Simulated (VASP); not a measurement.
Output of a VASP run:

File OSZICAR:
```
       N       E                     dE             d eps       ncg     rms          rms(c)
DAV:   1     0.814969259828E+01    0.81497E+01   -0.39947E+03  5144   0.850E+02
DAV:   2    -0.164392091959E+02   -0.24589E+02   -0.23537E+02  7008   0.114E+02
DAV:   3    -0.167595611588E+02   -0.32035E+00   -0.31862E+00  6040   0.161E+01
DAV:   4    -0.167601818009E+02   -0.62064E-03   -0.62062E-03  7904   0.641E-01
DAV:   5    -0.167601820453E+02   -0.24439E-06   -0.24418E-06  6120   0.961E-03    0.570E+00
DAV:   6    -0.149738548440E+02    0.17863E+01   -0.33516E+00  5496   0.101E+01    0.260E+00
DAV:   7    -0.146919885920E+02    0.28187E+00   -0.12651E+00  6200   0.614E+00    0.838E-01
DAV:   8    -0.146893116333E+02    0.26770E-02   -0.20841E-02  5752   0.139E+00    0.153E-01
DAV:   9    -0.146888063819E+02    0.50525E-03   -0.26574E-03  6712   0.299E-01    0.473E-02
DAV:  10    -0.146887861603E+02    0.20222E-04   -0.14156E-04  6088   0.887E-02    0.144E-02
DAV:  11    -0.146887861338E+02    0.26517E-07   -0.77972E-06  6736   0.220E-02
   1 F= -.14688786E+02 E0= -.14688382E+02  d E =-.808125E-03
```

File OUTCAR:
```
------------------------ aborting loop because EDIFF is reached ----------------------------------------
  FORCE on cell =-STRESS in cart. coord.  units (eV):
  Direction    XX          YY          ZZ          XY          YZ          ZX
  --------------------------------------------------------------------------------------
  Total        3.2474722      1.4363576     -0.7692931     -0.4367005      0.0000000      0.0000000
  in kB      180.8176548     79.9756855    -42.8338632    -24.3152662      0.0000000      0.0000000
  external PRESSURE =      72.6531590 kB  Pullay stress =       0.0000000 kB
  volume of cell :       28.77
      direct lattice vectors                 reciprocal lattice vectors
     1.498986000 -2.647574000  0.000000000     0.333558819 -0.188852134  0.000000000
     1.498986000  2.647574000  0.000000000     0.333558819  0.188852134  0.000000000
     0.000000000  0.000000000  3.625263000     0.000000000  0.000000000  0.275842056
 POSITION                                       TOTAL-FORCE (eV/Angst)
 -----------------------------------------------------------------------------------
      0.00000      0.00000      0.00000         0.203801      0.016388      0.000000
      1.49899      0.88253      1.81263         0.874008     -0.334006      0.000000
      1.59593     -0.88253      1.81263        -1.077809      0.317618      0.000000
 -----------------------------------------------------------------------------------
    total drift:                                0.000027     -0.000004      0.000000
  FREE ENERGIE OF THE ION-ELECTRON SYSTEM (eV)
  ---------------------------------------------------
  free  energy   TOTEN  =       -14.6887861338 eV

  energy  without entropy=      -14.6879780084  energy(sigma->0) =      -14.68838207
```
(Selected blocks of OUTCAR.)

### POSCAR
```
MgB2
1
    1.4989860000    -2.6475740000     0.0000000000
    1.4989860000     2.6475740000     0.0000000000
    0.0000000000     0.0000000000     3.6252630000
Mg B
1 2
Direct
  0.0000000000   0.0000000000   0.0000000000
  0.3333330000   0.6666670000   0.5000000000
  0.6990050000   0.3656710000   0.5000000000
```

Problem. Reconstruct the remaining input files.

Solution. Several could match; the one computed here: the input of the run itself, PBE GGA, plane waves, VASP's PBE PAW potentials (set 64).

### KPOINTS
```
kpoints
0
gamma
  11 11 8
0 0 0
```

### INCAR
```
ISMEAR=0   # Gaussian
LASPH=.TRUE.
NELM=100   # most electronic steps
LREAL=.FALSE.
ENCUT=520   # plane-wave cut-off (eV)
LCHARG=.FALSE.
EDIFF=1E-6   # SCF stop (eV)
ALGO=Normal
ISIF=2
SIGMA=0.05
PREC=Accurate
GGA=PE
SYSTEM=MgB2
NELECT=8.1
LWAVE=.FALSE.
```

POTCAR, in this order: Mg B (PBE.64 set). Program: vasp_std.

The cell is charged, with a uniform compensating background.

The compound is MgB2 in the AlB2 type structure. The cell was not relaxed at this level, atoms are displaced from their ideal sites. The run is one of a series of settings (ISMEAR = 0, NELECT = 8.1, SIGMA = 0.05 against the base run), some of them coarse on purpose.
